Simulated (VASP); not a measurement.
Output of a VASP run:

OUTCAR:
```
 ion  position               nearest neighbor table
   1  0.028  0.028  0.979-   8 2.50   5 2.74   5 2.74   5 2.74
   2  0.974  0.974  0.270-   6 2.56   6 2.56   6 2.56   5 2.80
   3  0.991  0.991  0.507-   6 2.53   7 2.55   7 2.55   7 2.55
   4  0.009  0.009  0.744-   7 2.53   8 2.56   8 2.56   8 2.56
   5  0.243  0.243  0.068-   1 2.74   1 2.74   1 2.74   2 2.80
   6  0.234  0.234  0.324-   3 2.53   2 2.56   2 2.56   2 2.56
   7  0.252  0.252  0.561-   4 2.53   3 2.55   3 2.55   3 2.55
   8  0.269  0.269  0.798-   1 2.50   4 2.56   4 2.56   4 2.56
  LATTYP: Found a trigonal (rhomboedric) cell.
 ALAT       =    14.0873145953
 COS(alpha) =     0.9549958894
 Subroutine PRICEL returns:
 Original cell was already a primitive cell.
 Subroutine GETGRP returns: Found  6 space group operations
The static configuration has the point symmetry C_3v.
The dynamic configuration has the point symmetry C_3v.
 Subroutine INISYM returns: Found  6 space group operations
 Subroutine IBZKPT returns following result:
 Found     78 irreducible k-points:

 Following reciprocal coordinates:
            Coordinates               Weight
  0.000000  0.000000  0.000000      1.000000
  0.100000  0.000000  0.000000      4.000000
  0.200000  0.000000  0.000000      4.000000
  0.300000  0.000000  0.000000      4.000000
  0.400000  0.000000  0.000000      4.000000
  0.500000  0.000000 -0.000000      3.000000
  0.100000  0.100000  0.000000      2.000000
  0.200000  0.100000  0.000000      4.000000
  0.300000  0.100000  0.000000      4.000000
  0.400000  0.100000 -0.000000      4.000000
  0.500000  0.100000 -0.000000      8.000000
 -0.400000  0.100000  0.000000      4.000000
 -0.300000  0.100000  0.000000      4.000000
 -0.200000  0.100000 -0.000000      4.000000
 -0.100000  0.100000  0.000000      2.000000
  0.200000  0.200000  0.000000      2.000000
  0.300000  0.200000  0.000000      4.000000
  0.400000  0.200000  0.000000      4.000000
  0.500000  0.200000  0.000000      8.000000
 -0.400000  0.200000  0.000000      4.000000
 -0.300000  0.200000 -0.000000      4.000000
 -0.200000  0.200000  0.000000      2.000000
  0.300000  0.300000  0.000000      2.000000
  0.400000  0.300000  0.000000      4.000000
 -0.400000  0.300000 -0.000000      4.000000
 -0.300000  0.300000  0.000000      2.000000
  0.400000  0.400000 -0.000000      2.000000
 -0.400000  0.400000  0.000000      2.000000
  0.000000  0.000000  0.333333      2.000000
  0.100000  0.000000  0.333333      4.000000
  0.200000  0.000000  0.333333      4.000000
  0.300000  0.000000  0.333333      4.000000
  0.400000  0.000000  0.333333      4.000000
  0.500000  0.000000  0.333333      6.000000
 -0.400000  0.000000  0.333333      4.000000
 -0.300000  0.000000  0.333333      4.000000
 -0.200000  0.000000  0.333333      4.000000
 -0.100000  0.000000  0.333333      4.000000
  0.100000  0.100000  0.333333      2.000000
  0.200000  0.100000  0.333333      4.000000
   k-points           NKPTS =     78   k-points in BZ     NKDIM =     78   number of bands    NBANDS=     43
   number of dos      NEDOS =    601   number of ions     NIONS =      8
   total plane-waves  NPLWV =  87808
   dimension x,y,z NGX =    28 NGY =   28 NGZ =  112
   dimension x,y,z NGXF=    56 NGYF=   56 NGZF=  224
   ions per type =               4   1   3
   PREC   = accura    normal or accurate (medium, high low for compatibility)
   ISTART =      0    job   : 0-new  1-cont  2-samecut
   ICHARG =      2    charge: 1-file 2-atom 10-const
   ISPIN  =      1    spin polarized calculation?
   LNONCOLLINEAR =      F non collinear calculations
   LSORBIT =      F    spin-orbit coupling
   INIWAV =      1    electr: 0-lowe 1-rand  2-diag
   ENCUT  =  400.0 eV  29.40 Ry    5.42 a.u.   6.89  6.89 27.66*2*pi/ulx,y,z
   NELM   =    100;   NELMIN=  2; NELMDL= -5     # of ELM steps
   EDIFF  = 0.1E-06   stopping-criterion for ELM
   LREAL  =      F    real-space projection
...
```

### OSZICAR
```
       N       E                     dE             d eps       ncg     rms          rms(c)
DAV:   1     0.436830831452E+03    0.43683E+03   -0.29737E+04  6708   0.123E+03
DAV:   2    -0.226517923314E+00   -0.43706E+03   -0.42894E+03  7574   0.334E+02
DAV:   3    -0.270722578045E+02   -0.26846E+02   -0.26729E+02  7904   0.822E+01
DAV:   4    -0.274473971852E+02   -0.37514E+00   -0.37462E+00  8175   0.919E+00
DAV:   5    -0.274529491652E+02   -0.55520E-02   -0.55504E-02  7844   0.105E+00    0.150E+01
DAV:   6    -0.257065915994E+02    0.17464E+01   -0.43722E+00  8248   0.168E+01    0.117E+01
DAV:   7    -0.256755251191E+02    0.31066E-01   -0.18147E+00  7271   0.589E+00    0.378E+00
DAV:   8    -0.256420844228E+02    0.33441E-01   -0.33491E-01  8066   0.434E+00    0.944E-01
DAV:   9    -0.256414722869E+02    0.61214E-03   -0.35961E-02  7281   0.164E+00    0.366E-01
DAV:  10    -0.256415438513E+02   -0.71564E-04   -0.27725E-03  7562   0.448E-01    0.166E-01
DAV:  11    -0.256416179658E+02   -0.74115E-04   -0.37579E-04  7494   0.167E-01    0.509E-02
DAV:  12    -0.256416372879E+02   -0.19322E-04   -0.56787E-05  7897   0.436E-02    0.248E-02
DAV:  13    -0.256416475478E+02   -0.10260E-04   -0.14655E-05  7278   0.207E-02    0.122E-02
DAV:  14    -0.256416487656E+02   -0.12179E-05   -0.60784E-06  7511   0.148E-02    0.327E-03
DAV:  15    -0.256416488756E+02   -0.10995E-06   -0.76820E-07  7017   0.481E-03    0.249E-03
DAV:  16    -0.256416489549E+02   -0.79299E-07   -0.12854E-07  5136   0.213E-03
   1 F= -.25641649E+02 E0= -.25641649E+02  d E =0.000000E+00
```

### OUTCAR
```
------------------------ aborting loop because EDIFF is reached ----------------------------------------
  FORCE on cell =-STRESS in cart. coord.  units (eV):
  Direction    XX          YY          ZZ          XY          YZ          ZX
  --------------------------------------------------------------------------------------
  Total       -0.0065862     -0.0065862     -0.0065862     -0.0135074      0.0135074      0.0135074
  in kB       -0.0491660     -0.0491660     -0.0491660     -0.1008325      0.1008325      0.1008325
  external PRESSURE =      -0.0491660 kB  Pullay stress =       0.0000000 kB
  volume of cell :      214.63
      direct lattice vectors                 reciprocal lattice vectors
     0.000000000  2.988507191  2.988507191    -0.167022009  0.167593214  0.167022009
     2.988507191  0.000000000  2.988507191     0.167593214 -0.167022009  0.167022009
    11.995051104 11.995051104 -0.041022341     0.041612701  0.041612701 -0.041612701
 POSITION                                       TOTAL-FORCE (eV/Angst)
 -----------------------------------------------------------------------------------
     11.82411     11.82411      0.12992         0.009211      0.009211     -0.009211
      6.14464      6.14464      5.80939        -0.018432     -0.018432      0.018432
      9.03920      9.03920      5.90333         0.001003      0.001003     -0.001003
      8.94450      8.94450      0.02102         0.003477      0.003477     -0.003477
      1.53900      1.53900      1.44951        -0.002802     -0.002802      0.002802
      4.59001      4.59001      1.38700         0.009489      0.009489     -0.009489
      7.48416      7.48416      1.48136         0.002956      0.002956     -0.002956
     10.37887     10.37887      1.57516        -0.004902     -0.004902      0.004902
 -----------------------------------------------------------------------------------
    total drift:                               -0.000117     -0.000117      0.000113
  FREE ENERGIE OF THE ION-ELECTRON SYSTEM (eV)
  ---------------------------------------------------
  free  energy   TOTEN  =       -25.6416489549 eV

  energy  without entropy=      -25.6416489549  energy(sigma->0) =      -25.64164895

 total charge

# of ion       s       p       d       tot
------------------------------------------
    1        0.477   0.366   9.531  10.373
    2        0.435   0.309   9.548  10.292
    3        0.428   0.316   9.555  10.299
    4        0.428   0.315   9.556  10.298
    5        1.353   2.086   0.026   3.464
    6        1.322   2.356   0.000   3.678
    7        1.320   2.360   0.000   3.680
    8        1.320   2.358   0.000   3.678
--------------------------------------------------
tot          7.083  10.465  38.216  55.764
```
(Selected blocks of OUTCAR.)

POSCAR:
```
Cd4S3Te
1
   -0.0000000000     2.9885071906     2.9885071906
    2.9885071906    -0.0000000000     2.9885071906
   11.9950511037    11.9950511037    -0.0410223411
Cd Te S
4 1 3
Direct
  0.0284540537   0.0284540537   0.9786594597
  0.9738060243   0.9738060243   0.2696454818
  0.9911497944   0.9911497944   0.5066376542
  0.0086202391   0.0086202391   0.7435348206
  0.2429792456   0.2429792456   0.0677655659
  0.2342815380   0.2342815380   0.3242888465
  0.2516942445   0.2516942445   0.5612293165
  0.2690148603   0.2690148603   0.7982388547
```

Q: Write an INCAR and KPOINTS that could have produced this output.

A: This is not unique; one that fits is the input of the run itself, PBEsol GGA, plane waves, VASP's PBE PAW potentials (set 64).

**INCAR**
```
SYSTEM=Cd4S3Te
PREC=Accurate; ENCUT=400; LREAL=.FALSE.
LASPH=.TRUE.
EDIFF=1E-7; NELM=100; ALGO=Normal
LMAXMIX=4
ISMEAR=-5
GGA=PS
ISIF=2
LWAVE=.FALSE.; LCHARG=.TRUE.; LORBIT=11
NEDOS=601
LEFG=.TRUE.
```

File KPOINTS:
```
Automatic
0
G
 10 10 3
```

POTCAR, in this order: Cd Te S (PBE.64 set). Program: vasp_std.

For a metal the tetrahedron method with Blöchl corrections gives inexact stress and forces.

The structure was generated: Cd4S3Te was put into an ordered model structure (R3m), which need not be its known phase. It was relaxed first.
